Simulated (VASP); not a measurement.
# SnPPt with LDA: from relaxation to properties, part 3 of 5

Wanted: the relaxed cell of SnPPt and its properties. The cell is invented: it takes the structure of a Materials Project entry for SrPPt (space group 187 there), with some of its atoms replaced by other elements, volume scaled by an estimate. It may not be a known or stable phase.

VASP 6.6.1; LDA; plane waves and PAW (Pt, Sn_d, P); invented cell.

Still holding for the runs below: This run has no spin polarisation. Its electron count is odd, so without a moment it is a metal by construction.

So far. Step 3 (Second relaxation): It ends with forces that vanish by symmetry and a pressure of 0.03 GPa. Step 4 (Density, ELF and potential (LDA)): In this run the pressure is -0.02 GPa, small enough to go on.

## Step 5: Band structure (LDA)

Levels along the symmetry lines show where the bands peak and cross; KPOINTS_OPT computes them in the converged potential.

Input file INCAR:

```
SYSTEM = SnPPt
PREC = Accurate
ENCUT = 400
EDIFF = 1E-06
NELM = 100
ISMEAR = 0
SIGMA = 0.05
LREAL = .FALSE.
ALGO = Normal
GGA = CA
NBANDS = 27
LORBIT = 11
LWAVE = .FALSE.
LCHARG = .FALSE.
```

Input file POSCAR:

```
SnPPt
1.0
    3.9731288998      0.0000000150      0.0000000000
   -1.9865649241      3.4408311824      0.0000000000
    0.0000000000      0.0000000000      4.3548036121
Pt Sn P
1 1 1
Direct
    0.0000000000      0.0000000000      0.5000000000
    0.6666666700      0.3333333300      0.0000000000
    0.3333333300      0.6666666700      0.5000000000
```

Input file KPOINTS:

```
Automatic mesh
0
Gamma
7 7 5
0 0 0
```

Input file KPOINTS_OPT:

```
Line mode
16
Line-mode
Reciprocal
  0.00000000   0.00000000   0.00000000 GAMMA
  0.50000000   0.00000000   0.00000000 M

  0.50000000   0.00000000   0.00000000 M
  0.33333333   0.33333333   0.00000000 K

  0.33333333   0.33333333   0.00000000 K
  0.00000000   0.00000000   0.00000000 GAMMA

  0.00000000   0.00000000   0.00000000 GAMMA
  0.00000000   0.00000000   0.50000000 A

  0.00000000   0.00000000   0.50000000 A
  0.50000000   0.00000000   0.50000000 L

  0.50000000   0.00000000   0.50000000 L
  0.33333333   0.33333333   0.50000000 H

  0.33333333   0.33333333   0.50000000 H
  0.00000000   0.00000000   0.50000000 A

  0.50000000   0.00000000   0.50000000 L
  0.50000000   0.00000000   0.00000000 M

  0.33333333   0.33333333   0.00000000 K
  0.33333333   0.33333333   0.50000000 H
```

Potentials, in the order of the species: Pt, Sn_d and P (LDA family, release 64).

Started as:

```bash
$ mpirun -np 1 vasp_std
```

The log of the run:

```text
[... set-up lines as in an earlier step ...]
 entering main loop
       N       E                     dE             d eps       ncg     rms          rms(c)
DAV:   1     0.206280395559E+03    0.20628E+03   -0.11224E+04  1425   0.118E+03
DAV:   2     0.267332354249E+01   -0.20361E+03   -0.18916E+03  1329   0.357E+02
DAV:   3    -0.186964883475E+02   -0.21370E+02   -0.20951E+02  1485   0.904E+01
DAV:   4    -0.193000569511E+02   -0.60357E+00   -0.60270E+00  1580   0.153E+01
DAV:   5    -0.193139199938E+02   -0.13863E-01   -0.13861E-01  1590   0.253E+00    0.135E+01
DAV:   6    -0.187841039295E+02    0.52982E+00   -0.26999E+00  1469   0.912E+00    0.721E+00
DAV:   7    -0.186717093772E+02    0.11239E+00   -0.54798E-01  1556   0.468E+00    0.385E+00
DAV:   8    -0.186367221298E+02    0.34987E-01   -0.71626E-02  1543   0.146E+00    0.521E-01
DAV:   9    -0.186357177188E+02    0.10044E-02   -0.50574E-03  1590   0.468E-01    0.195E-01
DAV:  10    -0.186355799839E+02    0.13773E-03   -0.53205E-04  1620   0.170E-01    0.650E-02
DAV:  11    -0.186355680841E+02    0.11900E-04   -0.49411E-05  1621   0.430E-02    0.236E-02
DAV:  12    -0.186355686456E+02   -0.56149E-06   -0.45885E-06  1462   0.103E-02
   1 F= -.18635569E+02 E0= -.18633717E+02  d E =-.370259E-02
 Start KPOINTS_OPT (optional k-point list driver)
k-point batch [1-24\144]
       N       E                     dE             ncg
DAV:   1     0.387313877017E+04   -0.79582E+04     1466
DAV:   2    -0.927045453520E+03   -0.48002E+04     1363
DAV:   3    -0.143070126329E+04   -0.50366E+03     1521
DAV:   4    -0.144533006809E+04   -0.14629E+02     1522
DAV:   5    -0.144568133835E+04   -0.35127E+00     1617
DAV:   6    -0.144569601788E+04   -0.14680E-01     1553
DAV:   7    -0.144569702510E+04   -0.10072E-02     1851
DAV:   8    -0.144569703546E+04   -0.10363E-04     1380
DAV:   9    -0.144569703573E+04   -0.26790E-06      878
[...]
k-point batch [121-144\144]
       N       E                     dE             ncg
DAV:   1     0.369677233006E+04   -0.16726E+05     1479
DAV:   2    -0.101108165633E+04   -0.47079E+04     1352
DAV:   3    -0.151304256267E+04   -0.50196E+03     1562
DAV:   4    -0.152754727818E+04   -0.14505E+02     1594
DAV:   5    -0.152791722119E+04   -0.36994E+00     1710
DAV:   6    -0.152792968424E+04   -0.12463E-01     1625
DAV:   7    -0.152793031128E+04   -0.62704E-03     1840
DAV:   8    -0.152793032293E+04   -0.11645E-04     1359
DAV:   9    -0.152793032331E+04   -0.37842E-06     1155
```

The job ended after 81 s (1 MPI rank of Intel Xeon Platinum 8488C (Sapphire Rapids), shared host; peak memory 0.17 GiB).

From OUTCAR (step 5):

```text
   k-points           NKPTS =     24   k-points in BZ     NKDIM =     24   number of bands    NBANDS=     27

   NELECT =      29.0000    total number of electrons

 E-fermi :   8.3305

 k-point     1 :       0.0000    0.0000    0.0000
  band No.  band energies     occupation
    ...
      9       2.1765      2.00000
     10       4.6945      2.00000
     11       5.2214      2.00000
     12       5.2214      2.00000
     13       6.8769      2.00000
     14      10.5887      0.00000
     15      10.5887      0.00000
     16      11.0195      0.00000
     17      11.7062      0.00000
     18      11.7062      0.00000
    ...

  Total       -0.0049403     -0.0049403     -0.0047437      0.0000000     -0.0000000      0.0000000
  in kB       -0.1329545     -0.1329546     -0.1276622      0.0000000     -0.0000000      0.0000000
  external PRESSURE =      -0.1311904 kB  Pullay stress =       0.0000000 kB

 POSITION                                       TOTAL-FORCE (eV/Angst)
 -----------------------------------------------------------------------------------
      0.00000      0.00000      2.17740        -0.000000      0.000000      0.000000
      1.98656      1.14694      0.00000         0.000000     -0.000000      0.000000
     -0.00000      2.29389      2.17740        -0.000000      0.000000      0.000000
 -----------------------------------------------------------------------------------
    total drift:                               -0.000005      0.000009     -0.000000

  FREE ENERGIE OF THE ION-ELECTRON SYSTEM (eV)
  ---------------------------------------------------
  free  energy   TOTEN  =       -18.6355686456 eV

  energy  without entropy=      -18.6318660526  energy(sigma->0) =      -18.63371735

[... 8 parts as in an earlier step ...]

[... 8 further parts left out ...]
```

Spin-orbit coupling is off here; with elements this heavy it splits and shifts levels by tenths of an eV or more.

This step gave:

| Quantity | Value |
| --- | --- |
| bands | 27 |
| pressure | -0.01312 GPa |

The electronic bands at the labelled points (eV, zero at the Fermi level; # counts the bands kept, so #1 is VASP's band 7):

| point | #5 | #6 | #7 | #8 | #9 | #10 | #11 | #12 |
| --- | --- | --- | --- | --- | --- | --- | --- | --- |
| Γ | -3.11 | -3.11 | -1.45 | 2.26 | 2.26 | 2.69 | 3.38 | 3.38 |
| 0.47 of the way | -3.18 | -2.15 | -1.50 | -0.88 | -0.04 | 2.74 | 3.44 | 4.54 |
| M | -4.14 | -3.27 | -1.93 | -1.57 | 0.06 | 2.02 | 2.31 | 4.16 |
| 0.53 of the way | -4.02 | -3.65 | -2.49 | -0.84 | 0.58 | 1.71 | 2.52 | 4.16 |
| K | -4.01 | -3.91 | -2.72 | -0.35 | 0.95 | 1.09 | 3.13 | 4.07 |
| 0.47 of the way | -3.36 | -3.09 | -1.72 | -0.75 | -0.33 | 2.94 | 2.99 | 4.10 |
| Γ | -3.11 | -3.11 | -1.45 | 2.26 | 2.26 | 2.69 | 3.38 | 3.38 |
| 0.47 of the way | -3.20 | -3.20 | -0.73 | 2.54 | 2.54 | 2.62 | 3.33 | 3.33 |
| A | -3.31 | -2.90 | 0.76 | 1.00 | 2.92 | 2.92 | 3.21 | 3.21 |
| 0.53 of the way | -3.59 | -2.84 | -1.22 | -0.81 | 0.63 | 2.36 | 2.90 | 3.13 |
| L | -3.88 | -3.80 | -2.41 | -1.12 | -0.94 | 1.87 | 3.06 | 3.11 |
| 0.47 of the way | -4.24 | -3.11 | -2.40 | -1.57 | -1.21 | 0.55 | 4.15 | 4.24 |
| H | -4.19 | -2.38 | -2.18 | -2.04 | -1.80 | -0.38 | 4.72 | 5.90 |
| 0.47 of the way | -3.21 | -2.91 | -1.65 | -0.98 | -0.44 | 1.67 | 3.67 | 4.05 |
| A | -3.31 | -2.90 | 0.76 | 1.00 | 2.92 | 2.92 | 3.21 | 3.21 |
| jump to L | -3.88 | -3.80 | -2.41 | -1.12 | -0.94 | 1.87 | 3.06 | 3.11 |
| 0.47 of the way | -3.91 | -3.60 | -2.21 | -1.37 | -0.90 | 1.97 | 3.50 | 3.64 |
| M | -4.14 | -3.27 | -1.93 | -1.57 | 0.06 | 2.02 | 2.31 | 4.16 |
| jump to K | -4.01 | -3.91 | -2.72 | -0.35 | 0.95 | 1.09 | 3.13 | 4.07 |
| 0.47 of the way | -4.16 | -3.62 | -2.41 | -1.22 | -0.02 | 0.69 | 2.94 | 4.56 |
| H | -4.19 | -2.38 | -2.18 | -2.04 | -1.80 | -0.38 | 4.72 | 5.90 |

Of the projections kept (Pt, Sn, P), the largest for each band there; the rest of the weight can lie on other orbitals:

| point | #5 | #6 | #7 | #8 | #9 | #10 | #11 | #12 |
| --- | --- | --- | --- | --- | --- | --- | --- | --- |
| Γ | Pt 1.00 | Pt 1.00 | Pt 0.69 | Pt 0.51 | Pt 0.51 | Pt 0.70 | Pt 0.45 | Pt 0.45 |
| M | Pt 0.86 | Pt 0.99 | Pt 0.60 | Pt 0.52 | P 0.49 | Sn 0.48 | Pt 0.49 | Pt 0.61 |
| K | Pt 0.91 | Pt 0.90 | Pt 0.90 | Sn 0.44 | Pt 0.53 | Sn 0.54 | Sn 0.67 | Sn 0.44 |
| Γ | Pt 1.00 | Pt 1.00 | Pt 0.69 | Pt 0.51 | Pt 0.51 | Pt 0.70 | Pt 0.45 | Pt 0.45 |
| A | Pt 0.97 | Pt 0.95 | P 0.41 | P 0.63 | Pt 0.68 | Pt 0.68 | Sn 0.98 | Sn 0.98 |
| L | Pt 0.93 | Pt 0.93 | Pt 0.98 | Pt 0.78 | Pt 0.61 | P 0.45 | Sn 0.70 | Pt 0.54 |

There is no gap at this level.

## Step 6: Density of states (LDA)

A density of states needs more k-points than a total energy; ISMEAR = -5 takes tetrahedra, and LORBIT projects the states on the PAW spheres. The mesh is finer than in the run before.

INCAR, as its differences from that of step 5:

```diff
@@ -5,3 +5,3 @@
 NELM = 100
-ISMEAR = 0
+ISMEAR = -5
 SIGMA = 0.05
@@ -14 +14,2 @@
 LCHARG = .FALSE.
+NEDOS = 2001
```

POSCAR is that of step 5.

Input file KPOINTS:

```
Automatic mesh
0
Gamma
10 10 8
0 0 0
```

Started as:

```bash
$ mpirun -np 1 vasp_std
```

The log of the run:

```text
[... set-up lines as in an earlier step ...]
 entering main loop
       N       E                     dE             d eps       ncg     rms          rms(c)
DAV:   1     0.203258930317E+03    0.20326E+03   -0.11206E+04  4157   0.118E+03
DAV:   2     0.248976117255E+01   -0.20077E+03   -0.18621E+03  3915   0.348E+02
DAV:   3    -0.186860689427E+02   -0.21176E+02   -0.20757E+02  4465   0.906E+01
DAV:   4    -0.192907479075E+02   -0.60468E+00   -0.60380E+00  4574   0.153E+01
DAV:   5    -0.193047118219E+02   -0.13964E-01   -0.13965E-01  4769   0.251E+00    0.135E+01
DAV:   6    -0.187854275963E+02    0.51928E+00   -0.26119E+00  4369   0.904E+00    0.713E+00
DAV:   7    -0.186675667326E+02    0.11786E+00   -0.54673E-01  4628   0.457E+00    0.380E+00
DAV:   8    -0.186350557755E+02    0.32511E-01   -0.69271E-02  4451   0.142E+00    0.553E-01
DAV:   9    -0.186340142356E+02    0.10415E-02   -0.52663E-03  4692   0.481E-01    0.198E-01
DAV:  10    -0.186338062034E+02    0.20803E-03   -0.63080E-04  4712   0.180E-01    0.642E-02
DAV:  11    -0.186338425364E+02   -0.36333E-04   -0.63424E-05  4690   0.512E-02    0.231E-02
DAV:  12    -0.186338436645E+02   -0.11281E-05   -0.48682E-06  4200   0.107E-02    0.858E-03
DAV:  13    -0.186338454010E+02   -0.17366E-05   -0.64076E-07  2358   0.651E-03    0.254E-03
DAV:  14    -0.186338459511E+02   -0.55006E-06   -0.10891E-07  2244   0.189E-03
   1 F= -.18633846E+02 E0= -.18633846E+02  d E =0.000000E+00
 -----------------------------------------------------------------------------
|                                                                             |
|           W    W    AA    RRRRR   N    N  II  N    N   GGGG   !!!           |
|           W    W   A  A   R    R  NN   N  II  NN   N  G    G  !!!           |
|           W    W  A    A  R    R  N N  N  II  N N  N  G       !!!           |
|           W WW W  AAAAAA  RRRRR   N  N N  II  N  N N  G  GGG   !            |
|           WW  WW  A    A  R   R   N   NN  II  N   NN  G    G                |
|           W    W  A    A  R    R  N    N  II  N    N   GGGG   !!!           |
|                                                                             |
|     Tetrahedron method does not include variations of the Fermi             |
|     occupations, so forces and stress will be inaccurate. We suggest        |
|     using a different smearing scheme ISMEAR = 1 or 2 for metals in         |
|     relaxations.                                                            |
|                                                                             |
 -----------------------------------------------------------------------------
```

Elapsed: 52 s, on 1 MPI rank; peak memory 0.19 GiB.

OUTCAR, selected parts (step 6):

```text
   k-points           NKPTS =     70   k-points in BZ     NKDIM =     70   number of bands    NBANDS=     27

   NELECT =      29.0000    total number of electrons

 E-fermi :   8.3945

 k-point     1 :       0.0000    0.0000    0.0000
  band No.  band energies     occupation
    ...
      9       2.2036      2.00000
     10       4.6917      2.00000
     11       5.2328      2.00000
     12       5.2328      2.00000
     13       6.8811      2.00000
     14      10.5974      0.00000
     15      10.5974      0.00000
     16      11.0225      0.00000
     17      11.7128      0.00000
     18      11.7128      0.00000
    ...

  Total        0.2324966      0.2324967     -0.2757411     -0.0000000     -0.0000000     -0.0000000
  in kB        6.2569494      6.2569517     -7.4207446     -0.0000008     -0.0000000     -0.0000000
  external PRESSURE =       1.6977188 kB  Pullay stress =       0.0000000 kB

 POSITION                                       TOTAL-FORCE (eV/Angst)
 -----------------------------------------------------------------------------------
      0.00000      0.00000      2.17740         0.000000     -0.000000      0.000000
      1.98656      1.14694      0.00000        -0.000000      0.000000      0.000000
     -0.00000      2.29389      2.17740         0.000000      0.000000      0.000000
 -----------------------------------------------------------------------------------
    total drift:                               -0.000005      0.000009     -0.000000

  FREE ENERGIE OF THE ION-ELECTRON SYSTEM (eV)
  ---------------------------------------------------
  free  energy   TOTEN  =       -18.6338459511 eV

  energy  without entropy=      -18.6338459511  energy(sigma->0) =      -18.63384595

[... 6 parts as in an earlier step ...]

[... 10 further parts left out ...]
```

With tetrahedra the forces and stress of a metal are not exact derivatives of the energy.

This step gave:

| Item | Value |
| --- | --- |
| SCF cycles | 14 |
| irreducible k-points | 70 |
| free energy (TOTEN) | -18.63 eV |
| Fermi energy | 8.395 eV |
| pressure | 0.1698 GPa |
| DOS at the Fermi level | 1.498 states/eV/cell |

The density of states has structure finer than the step of the table below, so its rows give means over 0.5 eV, whole bins alone (the curve runs from -12.0 to 6.69 eV). Peaks (eV: height): total -7.79: 4.01, -4.38: 5.39, -4.08: 4.12, -3.52: 4.93; Pt d -4.38: 3.52, -4.08: 2.40, -3.48: 3.62, -2.19: 2.24; Sn p 2.02: 0.846, 3.18: 0.884, 4.03: 1.07, 4.71: 0.415; P p -6.16: 0.436, -5.07: 0.501, -4.80: 0.446, -4.38: 0.443; Pt p -11.08: 0.146, -1.18: 0.201, 2.02: 0.165, 4.75: 0.146.

States under -12.0 eV and over 6.7 eV are left out. Table of density of states by energy, zero at the Fermi level; means over each step; 7 of 8 lines; values in states/eV/cell:

| energy (eV) | total | Pt d | Sn p | P p | Pt p | Sn s | Pt s |
| --- | --- | --- | --- | --- | --- | --- | --- |
| -11.5 | 1.27 | 0.104 | 0.0143 | 0.00362 | 0.0604 | 0.0268 | 0.0934 |
| -11.0 | 1.39 | 0.154 | 0.0105 | 0.00214 | 0.0872 | 0.00761 | 0.0449 |
| -10.5 | 0 | 0 | 0 | 0 | 0 | 0 | 0 |
| -10.0 | 0 | 0 | 0 | 0 | 0 | 0 | 0 |
| -9.5 | 0 | 0 | 0 | 0 | 0 | 0 | 0 |
| -9.0 | 9.6e-6 | 0 | 0 | 0 | 0 | 4.8e-6 | 0 |
| -8.5 | 0.200 | 0.00790 | 0.00110 | 0.00991 | 0.00738 | 0.0844 | 0.00254 |
| -8.0 | 2.17 | 0.265 | 0.0123 | 0.134 | 0.0592 | 0.767 | 0.0931 |
| -7.5 | 1.44 | 0.237 | 0.00956 | 0.0757 | 0.0287 | 0.526 | 0.0365 |
| -7.0 | 0.182 | 0.0385 | 9.5e-4 | 0.00651 | 0.00207 | 0.0687 | 0.00144 |
| -6.5 | 1.40 | 0.473 | 0.0645 | 0.224 | 0.0326 | 0.0291 | 0.155 |
| -6.0 | 2.19 | 0.919 | 0.0659 | 0.348 | 0.0391 | 0.0904 | 0.174 |
| -5.5 | 1.84 | 0.897 | 0.0517 | 0.280 | 0.0479 | 0.0741 | 0.0670 |
| -5.0 | 2.44 | 1.26 | 0.0883 | 0.347 | 0.0834 | 0.0509 | 0.0203 |
| -4.5 | 2.82 | 1.65 | 0.103 | 0.268 | 0.0693 | 0.0990 | 0.0472 |
| -4.0 | 2.93 | 1.75 | 0.177 | 0.113 | 0.0472 | 0.0467 | 0.0906 |
| -3.5 | 3.97 | 2.86 | 0.178 | 0.0391 | 0.0418 | 0.0319 | 0.0744 |
| -3.0 | 1.47 | 0.949 | 0.0776 | 0.0288 | 0.0392 | 0.0224 | 0.0555 |
| -2.5 | 1.67 | 1.02 | 0.0649 | 0.0384 | 0.0469 | 0.0681 | 0.0962 |
| -2.0 | 2.00 | 1.11 | 0.0628 | 0.0664 | 0.0777 | 0.154 | 0.109 |
| -1.5 | 2.02 | 0.858 | 0.105 | 0.148 | 0.131 | 0.182 | 0.0580 |
| -1.0 | 2.59 | 0.931 | 0.167 | 0.258 | 0.173 | 0.239 | 0.0482 |
| -0.5 | 1.71 | 0.500 | 0.108 | 0.232 | 0.126 | 0.109 | 0.0383 |
| 0.0 | 1.48 | 0.391 | 0.0953 | 0.238 | 0.123 | 0.0623 | 0.0268 |
| 0.5 | 0.846 | 0.213 | 0.0748 | 0.119 | 0.0882 | 0.0186 | 0.0201 |
| 1.0 | 0.642 | 0.136 | 0.0817 | 0.0755 | 0.0729 | 0.0113 | 0.0147 |
| 1.5 | 0.847 | 0.146 | 0.142 | 0.0955 | 0.0763 | 0.0140 | 0.0105 |
| 2.0 | 2.10 | 0.357 | 0.462 | 0.192 | 0.117 | 0.0244 | 0.0296 |
| 2.5 | 1.18 | 0.164 | 0.283 | 0.108 | 0.0702 | 0.0134 | 0.0370 |
| 3.0 | 2.12 | 0.258 | 0.599 | 0.201 | 0.0610 | 0.0128 | 0.0833 |
| 3.5 | 2.21 | 0.248 | 0.703 | 0.241 | 0.0605 | 0.00543 | 0.0663 |
| 4.0 | 2.64 | 0.279 | 0.868 | 0.338 | 0.0769 | 0.00904 | 0.0799 |
| 4.5 | 1.27 | 0.121 | 0.298 | 0.192 | 0.0583 | 0.00572 | 0.0373 |
| 5.0 | 1.24 | 0.101 | 0.153 | 0.149 | 0.0826 | 0.00745 | 0.0825 |
| 5.5 | 0.817 | 0.0619 | 0.0757 | 0.0917 | 0.0509 | 0.00643 | 0.0800 |
| 6.0 | 1.02 | 0.0820 | 0.0878 | 0.132 | 0.0586 | 0.00552 | 0.123 |

The finer mesh and the other smearing move the Fermi level by +0.06 eV from the 7×7×5 run, one measure of the sampling error in the zero of the bands above. Of the states within 0.3 eV of the Fermi level, the largest shares in the PAW spheres are Pt d 27 %, P p 16 % and Pt p 8 %. The rest lies in smaller channels or between the spheres.

[end of part 3 of 5]

[Lines on the potential files, build, host, timing and source positions are cut from VASP's logs without a mark.]

[Logs are printed without paths, hosts, clocks, repeated set-up lines and the standing remarks that a program may print on its own settings, such as how far it seeks lower states.]

[Hosts, paths, dates, database ids (printed as entryN), source tags and the programs' standing remarks are cut or masked in the printed files.]

[A measured line is paired with the nearest computed mode of its activity, which favours agreement.]
